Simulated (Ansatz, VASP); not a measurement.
# Se: VASP beside Ansatz, part 2 of 2

One calculation is typed for both programs; each brings its own data sets and cutoff. How far apart do they land? The cell is taken from a series of VASP runs on this material, whose earlier steps may have relaxed, scaled or displaced it; both programs get it as it stands.

VASP 6.6.1 and Ansatz 0.2.0.

So far. Step 4 (Differences): The walks stopped with 0.01 GPa left in Ansatz and 0.01 GPa in VASP; each walk ends within a tolerance, so the volume difference is uncertain by about these residues over the bulk modulus, most in soft cells.

## Step 5: VASP: relaxation of cell and atoms, LDA

Level of this step: LDA; plane waves and PAW (Se) (VASP).

The relaxed volume is the usual yardstick between codes: its relative difference is about their pressure difference at one cell divided by the bulk modulus. The cell compared in this pair holds 69.13 Å³, against 89.12 Å³ for the pair before.

Contents of INCAR:

```
SYSTEM = Se
PREC = Accurate
ENCUT = 520
EDIFF = 1E-07
NELM = 100
ISMEAR = 0
SIGMA = 0.03
LREAL = .FALSE.
ALGO = Normal
GGA = CA
NBANDS = 15
LORBIT = 11
LWAVE = .FALSE.
LCHARG = .FALSE.
KPAR = 4
IBRION = 2
NSW = 50
ISIF = 3
EDIFFG = -0.005
LASPH = .TRUE.
```

Contents of POSCAR:

```
Se
1.0
    3.9453879403      0.0000000000      0.0000000000
   -1.9726939702      3.4168061841      0.0000000000
    0.0000000000      0.0000000000      5.1283791512
Se
3
Direct
    0.7437920320      0.7437920320      0.0000000000
    0.0000000000      0.2562079680      0.6666666667
    0.2562079680      0.0000000000      0.3333333333
```

Contents of KPOINTS:

```
Automatic mesh
0
Gamma
8 8 6
0 0 0
```

The projector-augmented-wave data sets are Se (LDA family, release 64).

Run with:

```console
$ mpirun -np 4 vasp_std
```

Numbers of over 12 decimals in the logs are rounded to 6 here.

Log:

```text
[banner, memory and clock lines left out]
running    4 mpi-ranks, on    1 nodes
[...]
LDA part: xc-table for (Slater(with rela. corr.)+CA(PZ))
 , standard interpolation
 POSCAR, INCAR and KPOINTS ok, starting setup
[...]
entering main loop
       N       E                     dE             d eps       ncg     rms          rms(c)
DAV:   1     0.802500481663E+02    0.80250E+02   -0.74857E+03  1500   0.102E+03
DAV:   2    -0.724520629406E+01   -0.87495E+02   -0.82428E+02  1987   0.162E+02
DAV:   3    -0.125248824372E+02   -0.52797E+01   -0.52492E+01  1794   0.454E+01
DAV:   4    -0.125638379011E+02   -0.38955E-01   -0.38940E-01  1962   0.457E+00
[...]
DAV:  11    -0.124782409741E+02   -0.48866E-06   -0.56060E-06  1990   0.138E-02    0.370E-03
DAV:  12    -0.124782407338E+02    0.24029E-06   -0.70944E-07  1752   0.531E-03    0.112E-03
DAV:  13    -0.124782407157E+02    0.18077E-07   -0.11610E-07  1086   0.202E-03
   1 F= -.12478241E+02 E0= -.12478241E+02  d E =-.124782E+02
[...]
reached required accuracy - stopping structural energy minimisation
```

OUTCAR, selected parts (step 5):

```text
  Total       -0.0140965     -0.0140965     -0.0087086      0.0000000      0.0000000     -0.0000000
  in kB       -0.3266871     -0.3266871     -0.2018226      0.0000000      0.0000000     -0.0000000
  external PRESSURE =      -0.2850656 kB  Pullay stress =       0.0000000 kB

 POSITION                                       TOTAL-FORCE (eV/Angst)
 -----------------------------------------------------------------------------------
      1.46727      2.54139      0.00000         0.000626      0.001084     -0.000000
     -0.50542      0.87541      3.41892         0.000626     -0.001084     -0.000000
      1.01084      0.00000      1.70946        -0.001251      0.000000      0.000000
 -----------------------------------------------------------------------------------
    total drift:                               -0.000000     -0.000001      0.000000

  FREE ENERGIE OF THE ION-ELECTRON SYSTEM (eV)
  ---------------------------------------------------
  free  energy   TOTEN  =       -12.4782407157 eV

  energy  without entropy=      -12.4782407157  energy(sigma->0) =      -12.47824072

[... 2 parts as in an earlier step ...]

[... 2 further parts left out ...]
[key lines of the parts left out:]
E-fermi :   4.6542
```

## Step 6: Ansatz: relaxation of cell and atoms, LDA

The same cell, functional (in two slightly different forms), mesh and smearing now go to Ansatz, which takes its cutoff from its data sets.

The cell is taken from a series of VASP runs on this material, whose earlier steps may have relaxed, scaled or displaced it; both programs get it as it stands.

Contents of input.yaml:

```yaml
crystal:
  lattice:
    - [3.9453879403, 0.0, 0.0]
    - [-1.9726939702, 3.4168061841, 0.0]
    - [0.0, 0.0, 5.1283791512]
  atoms:
    - { symbol: Se, position: [0.743792032, 0.743792032, 0.0] }
    - { symbol: Se, position: [0.0, 0.256207968, 0.6666666667] }
    - { symbol: Se, position: [0.256207968, 0.0, 0.3333333333] }
hamiltonian:
  xc: lda
  pseudopotentials: { kind: paw }
kpoints:
  mp_grid: { grid: [8, 8, 6] }
scf:
  occupations: { method: gaussian, width: 0.03 }
relax:
  f_tol: 0.01
  max_steps: 60
  cell: { stress_tol: 0.05 }
output:
  forces: true
  stress: true
```

Run with:

```console
$ ansatz run input.yaml --threads 4 --pin off --max-ram 9216MiB --backend cpu --events-out ev --progress --plain --runs-dir out
```

Log:

```text
[...]
Crystal: 3 atoms, lattice volume = 69.134 Å³
Basis set: ecut = 420 eV, 1385 PW (Γ)
Bands: 29, of which v1, the nominal top of the filled ones, is band 24 counted from 1 (23 counted from 0)
Symmetry: 6 space group operations
[...]
k-points: 50 of 384 (time reversal used)
[...]
--- Relaxed structure (3 steps of the walk, 3 accepted, 1 SCFs on fresh bases) ---
[...]
cell:  # Å, volume = 68.9443 Å³
    - [3.941945, 2.884224660394537e-11, -2.730835113229178e-19]
    - [-1.970973, 3.413825, 1.3654175566318787e-19]
    - [-3.549652929428499e-19, 0, 5.123262]
  atoms:
    - { symbol: Se, position: [0.744036, 0.744036, 0] }
    - { symbol: Se, position: [2.781560778601302e-17, 0.255964, 0.666667] }
    - { symbol: Se, position: [0.255964, 0, 0.333333] }
[key lines of the parts left out:]
SCF converged after 5 iterations
Free energy (F): -16149.777171 eV
Fermi energy:    9.492380 eV
P = ⅓ Tr σ = -0.0038 GPa (-0.038 kbar)
```

It took 6.9 s on 4 threads of Arm Neoverse V1, shared host; peak memory 0.37 GiB.

## Step 7: Differences

What differs besides the data sets and the points named for the pairs above, as far as they apply: the two LDA forms differ slightly; VASP's log shows a relativistic correction to its local exchange, Ansatz's none. Total energies have different zeros and are not compared.

Both answers:

```csv
quantity,Ansatz,VASP,difference
volume (Å³),68.94,69.13,-0.27 %
"edge a after relaxation, in the typed setting (Å)",3.942,3.945,-0.09 %
"edge c after relaxation, in the typed setting (Å)",5.123,5.128,-0.10 %
```

The walks stopped with 0.00 GPa left in Ansatz and -0.03 GPa in VASP; each walk ends within a tolerance, so the volume difference is uncertain by about these residues over the bulk modulus, most in soft cells.

## Step 8: Summary of results

- difference in volume (relaxation of cell and atoms, PBE): 0.026 %
- difference in volume (relaxation of cell and atoms, LDA): -0.27 %

In words: The difference in volume is -0.27 % (relaxation of cell and atoms, LDA), within the 1.2 % picked in this series as the mark of a large difference, as far as the stopping tolerances let one tell. How closely two codes agree says nothing of how well the functional describes the real material.

[Lines on the potential files, build, host, timing and source positions are cut from VASP's logs without a mark.]

[Logs are printed without paths, hosts, clocks, repeated set-up lines and the standing remarks that a program may print on its own settings, such as how far it seeks lower states.]

[Hosts, paths, dates, database ids (printed as entryN), source tags and the programs' standing remarks are cut or masked in the printed files.]
